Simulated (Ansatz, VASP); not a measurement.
# ZnNi in two plane-wave programs, part 2 of 2

Wanted: the spread between two codes on one cell, functional and k mesh. The cell is taken from a series of runs on this material, whose earlier steps may have relaxed, scaled, displaced or heated it; both programs get it as it stands.

VASP 6.6.1 and Ansatz 0.2.0.

So far: Starting point; VASP: relaxation of cell and atoms, PBEsol, pair 1; Ansatz: relaxation of cell and atoms, PBEsol, pair 1; Comparison.

### Step 5. VASP: relaxation of cell and atoms, PBEsol, pair 2

Level of this step: PBEsol, no spin polarisation; plane waves and PAW (Zn, Ni) (VASP).

The relaxed volume is the usual yardstick between codes: in a stiff, nearly cubic crystal its relative difference is about their pressure difference at one cell divided by the bulk modulus.

INCAR reads:

```
SYSTEM = ZnNi
PREC = Accurate
ENCUT = 600
EDIFF = 1E-07
NELM = 120
ISMEAR = 0
SIGMA = 0.1
LREAL = .FALSE.
ALGO = Normal
GGA = PS
NBANDS = 17
LASPH = .TRUE.
LORBIT = 11
LWAVE = .FALSE.
LCHARG = .FALSE.
ISIF = 3
IBRION = 2
NSW = 80
EDIFFG = -0.005
GGA_COMPAT = .FALSE.
NELMIN = 4
```

POSCAR reads:

```
ZnNi
1.0
    2.6687360000      0.0000000000      0.0000000000
    0.0000000000      2.6687360000      0.0000000000
    0.0000000000      0.0000000000      3.2163080000
Zn Ni
1 1
Direct
    0.5000000000      0.5000000000      0.5000000000
    0.0000000000      0.0000000000      0.0000000000
```

KPOINTS reads:

```
Automatic mesh
0
Gamma
12 12 10
0 0 0
```

Potentials, in the order of the species: Zn and Ni (PBE family, release 64).

Launch:

```
mpirun -np 1 vasp_std
```

Numbers of over 12 decimals in the logs are rounded to 6 here.

What it wrote:

```text
[banner, memory and clock lines left out]
running    1 mpi-ranks, on    1 nodes
[...]
[... a notice as in an earlier step ...]

 LDA part: xc-table for (Slater+PW92), standard interpolation
 POSCAR, INCAR and KPOINTS ok, starting setup
[...]
entering main loop
       N       E                     dE             d eps       ncg     rms          rms(c)
DAV:   1     0.101553303575E+03    0.10155E+03   -0.11921E+04  5968   0.222E+03
DAV:   2    -0.560985280506E+01   -0.10716E+03   -0.10305E+03  5810   0.304E+02
DAV:   3    -0.935683082180E+01   -0.37470E+01   -0.37171E+01  6315   0.687E+01
DAV:   4    -0.939279138972E+01   -0.35961E-01   -0.35950E-01  7058   0.591E+00
[...]
DAV:  13    -0.827367441356E+01    0.44009E-06   -0.55364E-07  7114   0.217E-02    0.166E-03
DAV:  14    -0.827367427882E+01    0.13474E-06   -0.45909E-08  3215   0.305E-03    0.394E-04
DAV:  15    -0.827367427844E+01    0.37699E-09   -0.89068E-09  3017   0.140E-03
   1 F= -.82736743E+01 E0= -.82725369E+01  d E =-.827367E+01
[... from here on, the cycles between the ionic steps are left out ...]
   2 F= -.82739129E+01 E0= -.82727752E+01  d E =-.238584E-03
   3 F= -.82740179E+01 E0= -.82728807E+01  d E =-.343604E-03
   4 F= -.82741292E+01 E0= -.82730048E+01  d E =-.111279E-03
   5 F= -.82743159E+01 E0= -.82732166E+01  d E =-.298005E-03
[...]
reached required accuracy - stopping structural energy minimisation
```

From OUTCAR (step 5):

```text
  Total       -0.0089114     -0.0089114      0.0054572      0.0000000      0.0000000      0.0000000
  in kB       -0.6202946     -0.6202946      0.3798629      0.0000000      0.0000000      0.0000000
  external PRESSURE =      -0.2869088 kB  Pullay stress =       0.0000000 kB

 POSITION                                       TOTAL-FORCE (eV/Angst)
 -----------------------------------------------------------------------------------
      1.33201      1.33201      1.62164         0.000000      0.000000      0.000000
      0.00000     -0.00000      0.00000         0.000000     -0.000000      0.000000
 -----------------------------------------------------------------------------------
    total drift:                                0.000000      0.000000     -0.000000

  FREE ENERGIE OF THE ION-ELECTRON SYSTEM (eV)
  ---------------------------------------------------
  free  energy   TOTEN  =        -8.2743158871 eV

  energy  without entropy=       -8.2721174051  energy(sigma->0) =       -8.27321665

[... 2 parts as in an earlier step ...]

[... 2 further parts left out ...]
[key lines of the parts left out:]
E-fermi :   6.3940
```

### Step 6. Ansatz: relaxation of cell and atoms, PBEsol, pair 2

The same cell, functional, mesh and smearing now go to Ansatz, which takes its cutoff from its data sets.

The cell is taken from a series of runs on this material, whose earlier steps may have relaxed, scaled, displaced or heated it; both programs get it as it stands.

input.yaml reads:

```yaml
crystal:
  lattice:
    - [2.6687361578, 0.0, 0.0]
    - [0.0, 2.6687361578, 0.0]
    - [0.0, 0.0, 3.2163082332]
  atoms:
    - { symbol: Zn, position: [0.5, 0.5, 0.5] }
    - { symbol: Ni, position: [0.0, 0.0, 0.0] }
kpoints:
  mp_grid: { grid: [12, 12, 10] }
hamiltonian:
  xc: pbesol
scf:
  occupations: { method: gaussian, width: 0.1 }
output:
  forces: true
  stress: true
  eigenvalues: true
  write_density: true
  write_potential: true
  elf: true
  volumetric_format: npy
relax:
  adjacent_minimum: "off"
  f_tol: 0.005
  max_steps: 80
  cell: { stress_tol: 0.05 }
```

Launch:

```
ansatz run input.yaml --threads 4 --pin off --max-ram 8192MiB --backend cpu --events-out ev --progress --plain --runs-dir out
```

What it wrote:

```text
[...]
Crystal: 2 atoms, lattice volume = 22.907 Å³
Basis set: ecut = 420 eV, 455 PW (Γ), exchange–correlation on 36×36×48 points (8 copies of the dense FFT grid, shifted against one another)
Bands: 19, of which v1, the nominal top of the filled ones, is band 15 counted from 1 (14 counted from 0)
Symmetry: 16 space group operations
[...]
k-points: 168 of 1440
[...]
k-point 167: bands = [... 11 lower, 12.6070, 15.0128, 15.6229, 21.3432, 21.3794, 21.3794, 21.4170, 21.4170]
--- Relaxed structure (5 steps of the walk, 5 accepted, 1 SCFs on fresh bases) ---
[...]
cell:  # Å, volume = 22.9323 Å³
    - [2.658695, 0, 0.0]
    - [0, 2.658695, 0.0]
    - [0.0, 0.0, 3.244217]
  atoms:
    - { symbol: Zn, position: [0.500000, 0.500000, 0.5] }
    - { symbol: Ni, position: [0, 0, 0.0] }
[key lines of the parts left out:]
SCF converged after 8 iterations
Free energy (F): -9086.429322 eV
Fermi energy:    15.848614 eV
P = ⅓ Tr σ = -0.0023 GPa (-0.023 kbar)
```

### Step 7. Differences

What differs besides the data sets and the points named for the pairs above, as far as they apply: the data sets hold 30 valence electrons in Ansatz (on its default PAW (the set named soft_2) files) and 22 in VASP. Total energies have different zeros and are not compared.

Both answers:

```csv
quantity,Ansatz,VASP,difference
volume (Å³),22.93,23.02,-0.37 %
"edge a after relaxation, in the typed setting (Å)",2.659,2.664,-0.20 %
"edge c after relaxation, in the typed setting (Å)",3.244,3.243,+0.03 %
```

### Step 8. What came out

| Property | Result |
| --- | --- |
| difference in volume (relaxation of cell and atoms, PBEsol, pair 1) | -0.35 % |
| difference in volume (relaxation of cell and atoms, PBEsol, pair 2) | -0.37 % |

**Reading.** The difference in volume is -0.37 % (relaxation of cell and atoms, PBEsol, pair 2), within the 1.2 % picked in this series as the mark of a large difference, as far as the stopping tolerances let one tell. The data sets hold unlike numbers of valence electrons (30 in Ansatz and 22 in VASP), so part of the differences comes from the potentials. 1 further run of this series is not shown here. How closely two codes agree says nothing of how well the functional describes the real material.

[Lines on the potential files, build, host, timing and source positions are cut from VASP's logs without a mark.]

[Logs are printed without paths, hosts, clocks, repeated set-up lines and the standing remarks that a program may print on its own settings, such as how far it seeks lower states.]

[Hosts, paths, dates, database ids (printed as entryN), source tags and the programs' standing remarks are cut or masked in the printed files.]
